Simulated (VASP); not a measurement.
Input:

```
CaO
1.0
    0.00000     2.44826     2.44826
    2.44826     0.00000     2.44826
    2.44826     2.44826     0.00000
Ca O
1 1
Direct
  0.00000   0.00000   0.00000
  0.50000   0.50000   0.50000
```

Method: RPBE GGA, VASP's PBE PAW potentials (set 64) (plane waves; VASP). Run with 520 eV cut-off, Gaussian smearing of 0.050 eV, potentials Ca_sv O.

Problem. Give the energies of bands 6 to 11 at the high-symmetry points, in eV from the valence-band maximum.

Solution. 
| band | Γ | X | U | L | W |
|---|---|---|---|---|---|
| 6 | 0.00 | -1.30 | -1.26 | -2.47 | -1.19 |
| 7 | 0.00 | -0.38 | -1.19 | -1.09 | -1.04 |
| 8 | 0.00 | -0.38 | -0.73 | -1.09 | -1.04 |
| 9 | 4.43 | 3.75 | 5.12 | 6.85 | 6.21 |
| 10 | 6.14 | 7.67 | 7.76 | 8.07 | 6.21 |
| 11 | 6.14 | 8.56 | 8.17 | 8.07 | 8.01 |

The gap is indirect, 3.75 eV, from the valence maximum at Γ to the conduction minimum at X.

The compound is CaO in the rock salt structure. It was relaxed first, which changed the volume by +5 %.
